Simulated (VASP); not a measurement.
```xyz
3
Lattice="4.0995 0.0000 0.0000 -2.0498 3.5503 0.0000 0.0000 0.0000 4.2878" Properties=species:S:1:pos:R:3 pbc="T T T"
Ca     2.0498     1.1834     0.0000
Ga     0.0000     0.0000     2.1439
Si     0.0000     2.3669     2.1439
```

All values below come from PBEsol GGA with spin-orbit coupling, VASP's PBE PAW potentials (set 64) (plane waves; VASP). Settings: 400 eV cut-off, 8×8×7 Γ-centred mesh, Gaussian smearing of 0.050 eV, potentials Ca_sv Ga_d Si.

Problem. Give the energies of bands 21 to 33 at the high-symmetry points, in eV from the Fermi level.

Solution. 
```csv
band,Γ,M,K,A,L,H
21,-1.90,-7.40,-7.46,-4.93,-6.77,-7.32
22,-1.90,-7.40,-7.46,-4.93,-6.77,-7.31
23,-1.56,-2.70,-5.02,-0.95,-2.95,-4.27
24,-1.56,-2.70,-4.99,-0.95,-2.95,-4.24
25,-1.50,-1.26,-0.62,-0.88,-2.52,-2.16
26,-1.50,-1.26,-0.62,-0.88,-2.52,-2.15
27,0.01,-0.85,0.06,0.96,-1.68,-1.53
28,0.01,-0.85,0.06,0.96,-1.68,-1.52
29,0.34,1.76,2.37,0.99,0.68,2.28
30,0.34,1.76,2.38,0.99,0.68,2.28
31,2.45,2.97,2.42,1.06,3.68,3.81
32,2.45,2.97,2.46,1.06,3.68,3.81
33,2.50,3.07,3.12,2.40,4.51,3.97
```

It has no gap at this level: it comes out as a metal or semimetal.

The structure comes from a computed database's CaGaSi entry (P-6m2); how it stands against other phases isn't given here. It was relaxed first.
